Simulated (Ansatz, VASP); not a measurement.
# Cross-check of AlN between VASP and Ansatz

Wanted: the spread between two codes on one cell, functional and k mesh. The structure shown is the end of the Ansatz relaxation below.

Calculated with Ansatz 0.2.0; plane waves, with VASP 6.6.1 beside it; single point at LDA.

## Step 1: The structure

The structure is hexagonal, space group P6_3mc (No. 186). Conventional cell: a = 3.108 Å, b = 3.108 Å, c = 4.980 Å, α = 90.00°, β = 90.00°, γ = 120.00°. N has 4 Al at 1.89 to 1.90 Å nearest. Nearest to Al lie 4 N at 1.89 to 1.90 Å. Farther neighbours and most contacts between anions are not listed.

## Step 2: Ansatz: relaxation, LDA

Ansatz runs on its PAW soft_1 files.

This run makes the geometry at which the two programs are then compared.

The input, input.yaml:

```yaml
crystal:
  lattice:
    - [3.109077517, 0.0, 0.0]
    - [-1.5545387585, 2.6925401121, 0.0]
    - [0.0, 0.0, 4.9759125371]
  atoms:
    - { symbol: "N", position: [0.3333333333, 0.6666666667, 0.3809902453] }
    - { symbol: "N", position: [0.6666666667, 0.3333333333, 0.8809902453] }
    - { symbol: Al, position: [0.3333333333, 0.6666666667, -0.0009902453] }
    - { symbol: Al, position: [0.6666666667, 0.3333333333, 0.4990097547] }
kpoints:
  mp_grid: { grid: [9, 9, 6] }
hamiltonian:
  xc: lda
  pseudopotentials: { kind: paw, azcp: { folder: soft_1 }, xc_functional: pbe }
scf:
  occupations: { method: fixed }
output:
  forces: true
  stress: true
  eigenvalues: true
relax:
  adjacent_minimum: "off"
  f_tol: 0.001
  max_steps: 60
  cell: { stress_tol: 0.01, fix: [volume] }
```

On the command line:

```console
$ ansatz run input.yaml --threads 8 --pin off --max-ram 16384MiB --backend cpu --events-out ev --progress --plain --runs-dir out
```

Numbers of over 12 decimals in the logs are rounded to 6 here.

What it wrote:

```text
Engine: ansatz 0.2.0, x86_64-unknown-linux-gnu
Pseudopotentials: kind: paw
Pseudopotential: N, paw, valence charge 5, recommended cutoff 420 eV (normal), soft_1/N.paw.azcp
Pseudopotential: Al, paw, valence charge 3, recommended cutoff 420 eV (normal), soft_1/Al.paw.azcp
Functional definition: SPW92
  exchange = slater_x
  correlation = pw_c
Crystal: 4 atoms, lattice volume = 41.655 Å³
Basis set: ecut = 420 eV, 809 PW (Γ)
Bands: 12, of which v1, the nominal top of the filled ones, is band 8 counted from 1 (7 counted from 0)
Symmetry: 12 space group operations
Space group: P63mc (ITA 186), of the structure as read, at distance tolerance 3.5e-5 Å
k-points: 48 of 486 (time reversal used)
Non-local potential: N, projectors of the file, l = 0: 2, l = 1: 2, l = 2: 1
Non-local potential: Al, projectors of the file, l = 0: 2, l = 1: 2, l = 2: 1
PAW form: soft (Blöchl's): semilocal exchange-correlation on the pseudo side does not see the compensation charge
PAW frozen core: N, regenerated for the run's functional, and the local potential with it (the file was generated under x = pbe(κ = 0.804, μ = 0.219515), c = pbe(β = 0.066725))
PAW frozen core: Al, regenerated for the run's functional, and the local potential with it (the file was generated under x = pbe(κ = 0.804, μ = 0.219515), c = pbe(β = 0.066725))
PAW one-centre angular grid: N, 110 points (default); XC on 64 Gauss nodes
PAW one-centre angular grid: Al, 110 points (default); XC on 64 Gauss nodes
Initial density: superposition of atomic densities (chi_scale 0.1, normalization cell, long waves kept (reshape's long-wave potential 0.00 eV rms))
Initial wavefunctions: pseudopotential atomic-orbital guess
Functional: x = slater, c = lda
SCF iter   1: F=—  HF=-1782.670114 eV  |F-HF|=—  |Δ(HF+E_count)|=         —  Δρ=1.34e-1  dr2=9.12e0  ethr=3.10e-3  ⟨swp⟩=4.7  Hψ=3123  notcnv=0  defer=40
preconditioner: auto → none  [insulator: Δε(μ)=5.618 eV  Ē_g=14.191 eV  n_scr=2 (ndim 8)  ℏωp=23.0 eV  f_vac=0.000  ε∞_Penn≈3.6]
SCF iter   2: F=—  HF=-1780.189268 eV  |F-HF|=—  |Δ(HF+E_count)|=    2.48e0  Δρ=7.66e-2  dr2=1.49e0  ethr=3.10e-3  ⟨swp⟩=3.3  Hψ=1767  notcnv=0  defer=89
SCF iter   3: F=—  HF=-1779.741317 eV  |F-HF|=—  |Δ(HF+E_count)|=   4.48e-1  Δρ=2.19e-2  dr2=1.05e-1  ethr=3.10e-3  ⟨swp⟩=2.1  Hψ=1376  notcnv=0  defer=84
SCF iter   4: F=—  HF=-1779.702402 eV  |F-HF|=—  |Δ(HF+E_count)|=   3.89e-2  Δρ=8.91e-4  dr2=1.00e-4  ethr=6.54e-4  ⟨swp⟩=2.0  Hψ=701  notcnv=0  defer=96
SCF iter   5: F=—  HF=-1779.702315 eV  |F-HF|=—  |Δ(HF+E_count)|=   8.71e-5  Δρ=2.27e-4  dr2=6.23e-6  ethr=6.27e-7  ⟨swp⟩=2.0  Hψ=961  notcnv=0  defer=96
SCF iter   6: F=—  HF=-1779.702311 eV  |F-HF|=—  |Δ(HF+E_count)|=   4.25e-6  Δρ=1.87e-5  dr2=7.90e-8  ethr=6.25e-10  ⟨swp⟩=4.4  Hψ=3452  notcnv=0
SCF iter   7: F=-1779.702311 eV  HF=-1779.702311 eV  |F-HF|=4.34e-10  |Δ(HF+E_count)|=   1.17e-8  Δρ=3.29e-6  dr2=2.01e-9  ethr=4.94e-10  ⟨swp⟩=2.0  Hψ=1990  notcnv=0
SCF 1 converged in 7 iterations: F = -1779.702311 eV  dr2 = 2.01e-9
  greatest PAW one-centre occupation: 0.782 electrons in one spin orbital (limit 2), on the N atom at site 1 (counted from 0), in its partial waves of l = 0
relax step   1: F+E_penalty+E_count = -1779.70231078 eV  Δ(F+E_penalty+E_count) = +0.000e0 eV  max|allowed force component| = 8.200e-3 eV/Å  Δτ_max = 0.0000 Å  P = -4.026 GPa  Ω = 41.655 Å³  fix = [volume]  reactions: volume -4.026 GPa  (7 SCF iters, dr2 threshold 1.00e-7 eV, accepted)
[...]
relax step   2: F+E_penalty+E_count = -1779.70235236 eV  Δ(F+E_penalty+E_count) = -4.159e-5 eV  max|allowed force component| = 5.606e-3 eV/Å  Δτ_max = 0.0005 Å  P = -4.014 GPa  Ω = 41.655 Å³  energy of the carried Pulay correction = +1.573e-15 eV  fix = [volume]  reactions: volume -4.014 GPa  (3 SCF iters, dr2 threshold 8.79e-8 eV, accepted)
[...]
relax step   3: F+E_penalty+E_count = -1779.70235670 eV  Δ(F+E_penalty+E_count) = -4.334e-6 eV  max|allowed force component| = 3.176e-3 eV/Å  Δτ_max = 0.0003 Å  P = -4.009 GPa  Ω = 41.655 Å³  energy of the carried Pulay correction = +5.585e-15 eV  fix = [volume]  reactions: volume -4.009 GPa  (3 SCF iters, dr2 threshold 1.96e-9 eV, accepted)
[...]
relax step   4: F+E_penalty+E_count = -1779.70235753 eV  Δ(F+E_penalty+E_count) = -8.361e-7 eV  max|allowed force component| = 1.775e-5 eV/Å  Δτ_max = 0.0001 Å  P = -4.009 GPa  Ω = 41.655 Å³  energy of the carried Pulay correction = +5.040e-15 eV  fix = [volume]  reactions: volume -4.009 GPa  (3 SCF iters, dr2 threshold 1.90e-9 eV, accepted)
[...]
relax step   5: F+E_penalty+E_count = -1779.70233766 eV  Δ(F+E_penalty+E_count) = +1.987e-5 eV  max|allowed force component| = 1.548e-5 eV/Å  Δτ_max = 0.0000 Å  P = -4.009 GPa  Ω = 41.655 Å³  fix = [volume]  reactions: volume -4.009 GPa  stress off target by 1.14e-3 GPa on what of the cell is left free  SCF on the basis re-selected at this cell (its energy is not comparable with the rows above)  (4 SCF iters)
basis re-selected at this cell: Δ(F+E_penalty+E_count) = +1.987e-5 eV, ΔP = -0.000 GPa vs the last step (what re-selecting the basis moved, of the pressure what is left beyond the Pulay correction that the steps carried, after the strain that the cell walked since its last selection, with what the two solves' SCF thresholds leave and, on support functions, any second-order correction that the steps lacked; it is no m [...]
SCF converged after 4 iterations
Free energy (F): -1779.702338 eV
Harris-Foulkes:  -1779.702338 eV  (|F-HF|=4.55e-13)
Internal energy: -1779.702338 eV  (E = F + TS)
E sigma→0 (E₀):  -1779.702338 eV
Fermi energy:    6.873090 eV
--- Per-component energies (eV) ---
  E_band       = 26.636701
  E_kinetic    = 312.261550
  E_local      = -421.426338  (includes V_loc(G=0)·N_el)
  E_nonlocal   = 93.039421
  E_hartree    = 153.412787
  E_xc         = -195.864925
  E_vxc        = -213.197759  (∫ρ·V_xc dr)
  E_paw        = -1129.024301  (= ΣΔE_a)
  E_vpaw       = -50.867434  (= ΣTr[D̂ρ^β])
  E_aug_tail   = 0.001682  (compensation charges beyond the density's cutoff)
  E_ewald      = -592.373734
  E_core_change = 0.271521  (= ΣΔE_core)
  E_smearing   = -0.000000  (= −TS)
  E_closure    = 0.000000  (closes the sum)
  Σ components = -1779.702338   (vs F -1779.702338, Δ=0.00e0)
--- Forces (eV/Å), atoms counted from 1 ---
  atom   1  N     -0.00000000     0.00000000    -0.00001052
  atom   2  N     -0.00000000    -0.00000000    -0.00001052
  atom   3  Al     0.00000000    -0.00000000     0.00002044
  atom   4  Al     0.00000000     0.00000000     0.00002044
  max |Σ_I F_I| component: 1.98e-5 eV/Å
--- Stress (GPa, compression-positive) ---
       -4.008085      -0.000000       0.000000
        0.000000      -4.008085       0.000000
        0.000000       0.000000      -4.009803
  P = ⅓ Tr σ = -4.0087 GPa (-40.087 kbar)
--- Band table (eV; the first three rows and the last of 48) ---
  k-point 0: bands = [... 4 lower, 6.0131, 6.6636, 6.6636, 6.8731, 11.1214, 13.4580, 17.3705, 17.8607]
  k-point 1: bands = [... 4 lower, 6.0545, 6.2754, 6.6174, 6.6174, 11.6040, 13.5302, 17.1934, 17.8311]
  k-point 2: bands = [... 4 lower, 6.1685, 6.1685, 6.4935, 6.4935, 12.5365, 13.6108, 16.9020, 17.8535]
  k-point 47: bands = [... 4 lower, 2.9736, 2.9736, 6.0742, 6.0742, 14.1708, 14.1708, 14.5940, 14.5940]
--- Relaxed structure (4 steps of the walk, 4 accepted, 1 SCFs on fresh bases) ---
  F+E_penalty+E_count = -1779.70233766 eV   max|allowed force component| = 1.548e-5 eV/Å   (the final SCF, on the basis selected at the relaxed cell)
  cell:  # Å, volume = 41.6549 Å³
    - [3.107732, 0.0, 0]
    - [-1.553866, 2.691375, 0]
    - [0, 0.0, 4.980222]
  atoms:
    - { symbol: N, position: [0.333333, 0.666667, 0.380806] }
    - { symbol: N, position: [0.666667, 0.333333, 0.880806] }
    - { symbol: Al, position: [0.333333, 0.666667, -0.000806129] }
    - { symbol: Al, position: [0.666667, 0.333333, 0.499194] }
```

## Step 3: VASP: single point, LDA, pair 1

The same cell, functional (in two slightly different forms) and mesh now go to VASP, with its own data sets.

Lines of VASP's logs that name or quote its potential files are left out, and so is its time.

The input, INCAR:

```
SYSTEM = AlN
PREC = Accurate
ENCUT = 600
EDIFF = 1E-06
NELM = 120
ISMEAR = 0
SIGMA = 0.01
LREAL = .FALSE.
ALGO = Normal
GGA = PW92
NBANDS = 14
LORBIT = 11
LWAVE = .FALSE.
LCHARG = .FALSE.
ISIF = 2
LASPH = .TRUE.
GGA_COMPAT = .FALSE.
EFERMI = MIDGAP
KPAR = 2
```

The input, POSCAR:

```
AlN
1.0
    3.1077319794      0.0000000000      0.0000000000
   -1.5538659897      2.6913748423      0.0000000000
    0.0000000000      0.0000000000      4.9802222567
N Al
2 2
Direct
    0.3333333334      0.6666666668      0.3808061294
    0.6666666668      0.3333333334      0.8808061294
    0.3333333334      0.6666666668      0.9991938706
    0.6666666668      0.3333333334      0.4991938706
```

The input, KPOINTS:

```
Automatic mesh
0
Gamma
9 9 6
0 0 0
```

Potentials, in the order of the species: N and Al (LDA family, release 64).

On the command line:

```console
$ mpirun -np 2 vasp_std
```

What it wrote:

```text
[banner, memory and clock lines left out]
running    2 mpi-ranks, on    1 nodes
 distrk:  each k-point on    1 cores,    2 groups
 distr:  one band on    1 cores,    1 groups

 POSCAR found type information on POSCAR N Al
 POSCAR found :  2 types and       4 ions
|                                                                             |
|               ----> ADVICE to this user running VASP <----                  |
|                                                                             |
|     You enforced a specific xc type in the INCAR file but a different       |
|     [... a line on the potential file left out ...]
|     I HOPE YOU KNOW WHAT YOU ARE DOING!                                     |
|                                                                             |

 LDA part: xc-table for (Slater(with rela. corr.)+PW92), standard interpolation
 POSCAR, INCAR and KPOINTS ok, starting setup
 FFT: planning ... GRIDC
 FFT: planning ... GRID_SOFT
 FFT: planning ... GRID
 WAVECAR not read
 entering main loop
       N       E                     dE             d eps       ncg     rms          rms(c)
DAV:   1     0.488639807927E+02    0.48864E+02   -0.80798E+03  1344   0.114E+03
DAV:   2    -0.339891127219E+02   -0.82853E+02   -0.76184E+02  1880   0.206E+02
DAV:   3    -0.379153646901E+02   -0.39263E+01   -0.39090E+01  1848   0.460E+01
DAV:   4    -0.379396198699E+02   -0.24255E-01   -0.24252E-01  1464   0.444E+00
DAV:   5    -0.379398646602E+02   -0.24479E-03   -0.24478E-03  1812   0.439E-01    0.123E+01
DAV:   6    -0.329571339806E+02    0.49827E+01   -0.14210E+01  1524   0.275E+01    0.438E+00
DAV:   7    -0.329147756910E+02    0.42358E-01   -0.67554E-01  1596   0.544E+00    0.278E+00
DAV:   8    -0.328592585609E+02    0.55517E-01   -0.82648E-02  1566   0.260E+00    0.388E-01
DAV:   9    -0.328546872065E+02    0.45714E-02   -0.11274E-02  1740   0.755E-01    0.218E-01
DAV:  10    -0.328548594004E+02   -0.17219E-03   -0.79462E-04  1530   0.198E-01    0.105E-01
DAV:  11    -0.328548095612E+02    0.49839E-04   -0.10147E-04  1716   0.808E-02    0.202E-02
DAV:  12    -0.328548090325E+02    0.52875E-06   -0.20124E-06  1468   0.119E-02
   1 F= -.32854809E+02 E0= -.32854809E+02  d E =0.000000E+00
```

OUTCAR, selected parts (step 3):

```text
ion  position               nearest neighbor table
   1  0.333  0.667  0.381-   4 1.89   4 1.89   4 1.89   3 1.90
   2  0.667  0.333  0.881-   3 1.89   3 1.89   3 1.89   4 1.90
   3  0.333  0.667  0.999-   2 1.89   2 1.89   2 1.89   1 1.90   4 3.07   4 3.07   4 3.07   4 3.07
                             4 3.07   4 3.07
   4  0.667  0.333  0.499-   1 1.89   1 1.89   1 1.89   2 1.90   3 3.07   3 3.07   3 3.07   3 3.07
                             3 3.07   3 3.07

  LATTYP: Found a hexagonal cell.
 ALAT       =     3.1077319794
 C/A-ratio  =     1.6025263085

 Subroutine GETGRP returns: Found 12 space group operations
 (whereof  6 operations were pure point group operations)

The static configuration has the point symmetry C_3v.
 The point group associated with its full space group is C_6v.

 Found     48 irreducible k-points:

   k-points           NKPTS =     48   k-points in BZ     NKDIM =     48   number of bands    NBANDS=     14

   dimension x,y,z NGX =    28 NGY =   28 NGZ =   40
   dimension x,y,z NGXF=    56 NGYF=   56 NGZF=   80

   ENCUT  =  600.0 eV  44.10 Ry    6.64 a.u.   6.21  6.21  9.95*2*pi/ulx,y,z

   NELECT =      16.0000    total number of electrons

 k-points in reciprocal lattice and weights: Automatic mesh
   0.00000000  0.00000000  0.00000000       0.002
   0.11111111  0.00000000  0.00000000       0.012
   0.22222222  0.00000000  0.00000000       0.012
   0.33333333  0.00000000  0.00000000       0.012
   0.44444444  0.00000000  0.00000000       0.012
   0.11111111  0.11111111  0.00000000       0.012
   0.22222222  0.11111111  0.00000000       0.025
   0.33333333  0.11111111  0.00000000       0.025
   0.44444444  0.11111111  0.00000000       0.012
[...]
0.33333333  0.22222222  0.50000000       0.025
   0.33333333  0.33333333  0.50000000       0.004

 average (electrostatic) potential at core
       1 -59.8781       2 -59.8781       3 -69.9274       4 -69.9274

 E-fermi :   8.0427

 k-point     1 :       0.0000    0.0000    0.0000
  band No.  band energies     occupation
    ...
      4       5.0499      2.00000
      5       5.0499      2.00000
      6       5.7030      2.00000
      7       5.7030      2.00000
      8       5.9127      2.00000
      9      10.1727      0.00000
     10      12.4965      0.00000
     11      16.4107      0.00000
     12      16.8956      0.00000
     13      16.8956      0.00000
    ...

 k-point     2 :       0.1111    0.0000    0.0000
  band No.  band energies     occupation
    ...
      4       4.3381      2.00000
      5       4.8494      2.00000
      6       5.0309      2.00000
      7       5.6752      2.00000
      8       5.8414      2.00000
      9      10.8405      0.00000
     10      13.0984      0.00000
     11      15.7523      0.00000
     12      15.9882      0.00000
     13      17.3419      0.00000
    ...

 k-point     3 :       0.2222    0.0000    0.0000
  band No.  band energies     occupation
    ...
      4       2.8241      2.00000
      5       3.7707      2.00000
      6       4.4383      2.00000
      7       5.5433      2.00000
      8       5.5775      2.00000
      9      11.9071      0.00000
     10      13.5821      0.00000
     11      14.1744      0.00000
     12      15.6347      0.00000
     13      17.5654      0.00000
    ...

  Total       -0.9715028     -0.9715028     -0.9751986      0.0000000      0.0000000      0.0000000
  in kB      -37.3669954    -37.3669954    -37.5091471      0.0000000      0.0000000      0.0000000
  external PRESSURE =     -37.4143793 kB  Pullay stress =       0.0000000 kB

  energy-cutoff  :      600.00
  volume of cell :       41.65
      direct lattice vectors                 reciprocal lattice vectors
     3.107731979  0.000000000  0.000000000     0.321778071  0.185778656  0.000000000
    -1.553865990  2.691374842  0.000000000     0.000000000  0.371557311  0.000000000
     0.000000000  0.000000000  4.980222257     0.000000000  0.000000000  0.200794251

 POSITION                                       TOTAL-FORCE (eV/Angst)
 -----------------------------------------------------------------------------------
      0.00000      1.79425      1.89650        -0.000000      0.000000      0.000180
      1.55387      0.89712      4.38661         0.000000      0.000000      0.000180
      0.00000      1.79425      4.97621        -0.000000     -0.000000     -0.000180
      1.55387      0.89712      2.48610        -0.000000      0.000000     -0.000180
 -----------------------------------------------------------------------------------
    total drift:                                0.000000     -0.000000     -0.000706

  FREE ENERGIE OF THE ION-ELECTRON SYSTEM (eV)
  ---------------------------------------------------
  free  energy   TOTEN  =       -32.8548090325 eV

  energy  without entropy=      -32.8548090325  energy(sigma->0) =      -32.85480903

 total charge
# of ion       s       p       d       tot
------------------------------------------
    1        1.207   2.611   0.000   3.818
    2        1.207   2.611   0.000   3.818
    3        0.375   0.452   0.000   0.827
    4        0.375   0.452   0.000   0.827
--------------------------------------------------
tot          3.165   6.126   0.000   9.291

[... 3 further parts left out ...]
```

The run ends at a pressure of -3.74 GPa, with forces up to 1.8e-4 eV/Å.

## Step 4: Comparison

Known differences besides the potentials themselves: fixed occupations in Ansatz, narrow Gaussian smearing in VASP; the cutoff is 420 eV in Ansatz and 600 eV in VASP; VASP's log shows a relativistic correction to its local exchange, Ansatz's none; Ansatz's pressure holds a Pulay correction, VASP's none. Total energies have different zeros and are not compared.

The two programs side by side:

```
              quantity  Ansatz   VASP  difference
        pressure (GPa)   -4.01  -3.74       -0.27
gap on the k mesh (eV)   4.248  4.260      -0.012
```

A gap on the mesh is an upper bound, since the band edges may lie between its points.

## Step 5: Ansatz: relaxation, LDA

This run makes the geometry at which the two programs are then compared. The cell compared in this pair holds 42.47 Å³, against 41.65 Å³ for the pair before.

The structure compared here is the end of the Ansatz relaxation.

input.yaml, the sections that differ from step 2:

```yaml
crystal:
  lattice:
    - [3.1279126227, 0.0, 0.0]
    - [-1.5639563113, 2.7088517921, 0.0]
    - [0.0, 0.0, 5.0125622684]
  atoms:
    - { symbol: "N", position: [0.3333333333, 0.6666666667, 0.3808061294] }
    - { symbol: "N", position: [0.6666666667, 0.3333333333, 0.8808061294] }
    - { symbol: Al, position: [0.3333333333, 0.6666666667, -0.0008061294] }
    - { symbol: Al, position: [0.6666666667, 0.3333333333, 0.4991938706] }
# kpoints, hamiltonian, scf, output, relax: as in step 2
```

On the command line:

```console
$ ansatz run input.yaml --threads 8 --pin off --max-ram 16384MiB --backend cpu --events-out ev --progress --plain --runs-dir out
```

What it wrote:

```text
[...]
Crystal: 4 atoms, lattice volume = 42.472 Å³
Basis set: ecut = 420 eV, 833 PW (Γ)
Bands: 12, of which v1, the nominal top of the filled ones, is band 8 counted from 1 (7 counted from 0)
Symmetry: 12 space group operations
[...]
k-points: 48 of 486 (time reversal used)
[...]
--- Relaxed structure (4 steps of the walk, 4 accepted, 1 SCFs on fresh bases) ---
[...]
cell:  # Å, volume = 42.4717 Å³
    - [3.126715, -2.8856490996309687e-11, 0]
    - [-1.563358, 2.707815, 0]
    - [0, 0, 5.016402]
  atoms:
    - { symbol: N, position: [0.333333, 0.666667, 0.380648] }
    - { symbol: N, position: [0.666667, 0.333333, 0.880648] }
    - { symbol: Al, position: [0.333333, 0.666667, -0.000647544] }
    - { symbol: Al, position: [0.666667, 0.333333, 0.499352] }
[key lines of the parts left out:]
SCF converged after 4 iterations
Free energy (F): -1779.672457 eV
Fermi energy:    6.659452 eV
P = ⅓ Tr σ = -7.6469 GPa (-76.469 kbar)
```

(Part 1 of 2 ends here.)

[Lines on the potential files, build, host, timing and source positions are cut from VASP's logs without a mark.]

[Logs are printed without paths, hosts, clocks, repeated set-up lines and the standing remarks that a program may print on its own settings, such as how far it seeks lower states.]

[Hosts, paths, dates, database ids (printed as entryN), source tags and the programs' standing remarks are cut or masked in the printed files.]
